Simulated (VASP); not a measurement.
OSZICAR of a VASP run on Cu (fcc):

### OSZICAR
```
       N       E                     dE             d eps       ncg     rms          rms(c)
DAV:   1     0.341957918159E+02    0.34196E+02   -0.57945E+03  3130   0.214E+03
DAV:   2    -0.495275890104E+01   -0.39149E+02   -0.37154E+02  3000   0.195E+02
DAV:   3    -0.539909755453E+01   -0.44634E+00   -0.44453E+00  3502   0.304E+01
DAV:   4    -0.540212238650E+01   -0.30248E-02   -0.30244E-02  3608   0.220E+00
DAV:   5    -0.540215225191E+01   -0.29865E-04   -0.29865E-04  3524   0.178E-01    0.847E+00
DAV:   6    -0.465373564822E+01    0.74842E+00   -0.18512E+01  3110   0.103E+02    0.369E+00
DAV:   7    -0.430249991797E+01    0.35124E+00   -0.25720E+00  3159   0.380E+01    0.670E-01
DAV:   8    -0.428634227003E+01    0.16158E-01   -0.59438E-03  4003   0.112E+00    0.262E-01
DAV:   9    -0.428505655581E+01    0.12857E-02   -0.72990E-03  3330   0.184E+00    0.210E-02
DAV:  10    -0.428506643606E+01   -0.98803E-05   -0.21691E-05  3761   0.877E-02    0.836E-03
DAV:  11    -0.428506692932E+01   -0.49326E-06   -0.15449E-06  3329   0.298E-02    0.210E-04
DAV:  12    -0.428506698850E+01   -0.59174E-07   -0.66566E-09  1828   0.116E-03
   1 F= -.42850670E+01 E0= -.42850683E+01  d E =0.388532E-05
```

### Question
Which electronic solver shows in the log?

### Answer
It is blocked Davidson (ALGO = Normal, or the opening steps of other solvers). The INCAR had ALGO = Normal.

### Question
Can the final energy be trusted as converged?

### Answer
Self-consistency was reached. It stopped with EDIFF = 1E-7, NELM = 100 (PBEsol GGA, plane waves, VASP's PBE PAW potentials (set 64)).

The compound is Cu in the fcc structure. This cell is one point of a volume scan, at 0.94 of the reference volume.
